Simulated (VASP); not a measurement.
Set up this calculation in VASP 6.6.1, as the native input.

* Task: relaxation of cell and atoms
* Functional: PBEsol
* Potentials or basis: VASP PAW PBE potentials, release 64 (Sb, C)
* Cutoff: 600 eV
* k mesh: 9 × 9 × 9
* Occupations: fermi-dirac, width 0.05 eV
* Spin: no spin polarisation
* Target pressure: 10 GPa
* Further INCAR settings: ALGO = Normal; EDIFF = 1e-06; IBRION = 2; EDIFFG = -0.02; NSW = 40; ISIF = 3
* Target pressure: 10 GPa

The structure of SbC lies in POSCAR:

```
SbC
1.0
    3.1146800000      0.0000000000      0.0000000000
    0.0000000000      3.1146800000      0.0000000000
    0.0000000000      0.0000000000      3.1146800000
Sb C
1 1
Direct
    0.5000000000      0.5000000000      0.5000000000
    0.0000000000      0.0000000000      0.0000000000
```

The cell was built by a generator and needn't be a form met in nature.

These files were run (other wordings do the same):

INCAR

```
  ALGO = Normal
  EDIFF = 1E-6
  EDIFFG = -0.02
  ENCUT = 600
  GGA = PS
  IBRION = 2
  ISIF = 3
  ISMEAR = -1
  LASPH = True
  LCHARG = False
  LREAL = False
  LWAVE = False
  NELM = 100
  NSW = 40
  PREC = Accurate
  PSTRESS = 100
  SIGMA = 0.05
```

KPOINTS

```
k-points
0
Gamma
  9 9 9
```

Potentials or basis: VASP PAW PBE potentials, release 64 (Sb, C).

Command:

```console
$ cat potpaw_PBE.64/Sb/POTCAR potpaw_PBE.64/C/POTCAR > POTCAR
$ mpirun -np 1 vasp_std > vasp.out
```

It gave:

* Relaxed volume: 13.31 Å³/atom
* Relaxed cell: a = 2.986 Å, b = 2.986 Å, c = 2.986 Å, α = 90.00°, β = 90.00°, γ = 90.00°
* Space group after relaxing (to 0.05 Å): Pm-3m (No. 221)
* Energy change on relaxing (the enthalpy is what falls): +17.5 meV/atom
* Ionic steps: 4
* Pressure after relaxing: 9.9 GPa

Caveat: the cell is relaxed towards a set pressure, so the enthalpy falls and the energy may rise; the PAW data sets were made with another functional, which shifts forces and pressure a little.

Wall time 12 s on 1 thread of Intel(R) Xeon(R) 6975P-C (Granite Rapids) (shared host), peak memory 0.17 GiB.
